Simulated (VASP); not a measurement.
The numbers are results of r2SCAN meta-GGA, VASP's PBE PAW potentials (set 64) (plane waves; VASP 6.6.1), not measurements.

VASP input:

KPOINTS:
```
Automatic mesh
0
Gamma
14 14 14
0 0 0
```

### INCAR
```
SYSTEM = Ti
PREC = Accurate
ENCUT = 400
EDIFF = 1E-6
NELM = 100
ALGO = Normal
LREAL = .FALSE.
LASPH = .TRUE.
ISMEAR = 1
SIGMA = 0.1
METAGGA = R2SCAN
LMIXTAU = .TRUE.
LMAXMIX = 4
LWAVE = .FALSE.
LCHARG = .FALSE.
IBRION = 2
ISIF = 3
NSW = 60
EDIFFG = -0.01
```

### POSCAR
```
Ti
1.0
 -1.6258200000   1.6258200000   1.6258200000
  1.6258200000  -1.6258200000   1.6258200000
  1.6258200000   1.6258200000  -1.6258200000
Ti
1
direct
  0.0000000000   0.0000000000   0.0000000000
```

POTCAR, in this order: Ti_sv (PBE.64 set). Program: vasp_std.

Task: What will the output report for the number of irreducible k-points (NKPTS), number of bands (NBANDS), largest plane-wave count, number of space-group operations, FFT grid (NGX, NGY, NGZ)?

Result: 
```yaml
number of irreducible k-points (NKPTS): 104
number of bands (NBANDS): 10
largest_plane_wave_count: 325
number_of_space_group_operations: 48
FFT grid (NGX, NGY, NGZ): 18 × 18 × 18
```

The structure comes from a computed database's Ti entry (Im-3m); how it stands against other phases isn't given here. This run relaxes it. Symmetry was kept, so distortions that lower it aren't found.
